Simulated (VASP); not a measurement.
OSZICAR of a VASP run on ZnO (wurtzite):

### OSZICAR
```
       N       E                     dE             d eps       ncg     rms          rms(c)
DAV:   1     0.294686902775E+03    0.29469E+03   -0.18839E+04  1592   0.236E+03
DAV:   2     0.177571180664E+02   -0.27693E+03   -0.26766E+03  1692   0.442E+02
DAV:   3    -0.125346114562E+02   -0.30292E+02   -0.30077E+02  1866   0.155E+02
DAV:   4    -0.131211691502E+02   -0.58656E+00   -0.58594E+00  1722   0.230E+01
DAV:   5    -0.131255751213E+02   -0.44060E-02   -0.44058E-02  1854   0.194E+00    0.146E+01
DAV:   6    -0.977886565663E+01    0.33467E+01   -0.12043E+01  2718   0.741E+01    0.889E+00
DAV:   7    -0.993834756732E+01   -0.15948E+00   -0.26397E+00  1724   0.196E+01    0.533E+00
DAV:   8    -0.995799389028E+01   -0.19646E-01   -0.87659E-01  2212   0.911E+00    0.185E+00
DAV:   9    -0.989165262097E+01    0.66341E-01   -0.19812E-01  2470   0.825E+00    0.359E-01
DAV:  10    -0.989498881568E+01   -0.33362E-02   -0.54765E-02  1608   0.177E+00    0.120E-01
DAV:  11    -0.989494398549E+01    0.44830E-04   -0.94742E-04  1860   0.289E-01    0.238E-02
DAV:  12    -0.989496375384E+01   -0.19768E-04   -0.53330E-05  2018   0.192E-01    0.135E-02
DAV:  13    -0.989497108714E+01   -0.73333E-05   -0.14990E-05  2460   0.952E-02    0.194E-02
DAV:  14    -0.989496556031E+01    0.55268E-05   -0.11663E-05  2090   0.381E-02    0.558E-03
DAV:  15    -0.989496532231E+01    0.23801E-06   -0.39390E-06  1652   0.171E-02    0.101E-03
DAV:  16    -0.989496532172E+01    0.58208E-09   -0.77484E-08  1110   0.269E-03
   1 F= -.98949653E+01 E0= -.98949653E+01  d E =0.000000E+00
```

### Question
Which electronic solver shows in the log?

### Answer
It is blocked Davidson (ALGO = Normal, or the opening steps of other solvers). The INCAR had ALGO = Normal.

### Question
Can the final energy be trusted as converged?

### Answer
The run converged. It stopped with EDIFF = 1E-7, NELM = 100 (rev-vdW-DF2, plane waves, VASP's PBE PAW potentials (set 64)).

The compound is ZnO in the wurtzite structure. It was relaxed first.
